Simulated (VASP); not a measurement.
```yaml
crystal:
  lattice:
    - [-1.63326, 1.63326, 1.63326]
    - [1.63326, -1.63326, 1.63326]
    - [1.63326, 1.63326, -1.63326]
  atoms:
    - { symbol: Nb, position: [0.00000, 0.00000, 0.00000] }
```

Computed with PBEsol GGA, VASP's PBE PAW potentials (set 64) (plane waves; VASP). Run with 400 eV cut-off, Gaussian smearing of 0.050 eV, potentials Nb_sv.

**Question.** Estimate the band gap (along the path) with the smallest direct gap where there is one.

**Answer.** 
| Item | Value |
|---|---|
| band gap (along the path) | none (metal, semimetal or under 0.01 eV) |

Only differences to runs with the same potentials and settings are physical.

The structure comes from a measured Nb entry (Im-3m) of the Crystallography Open Database, whose conditions weren't checked. It was relaxed first.
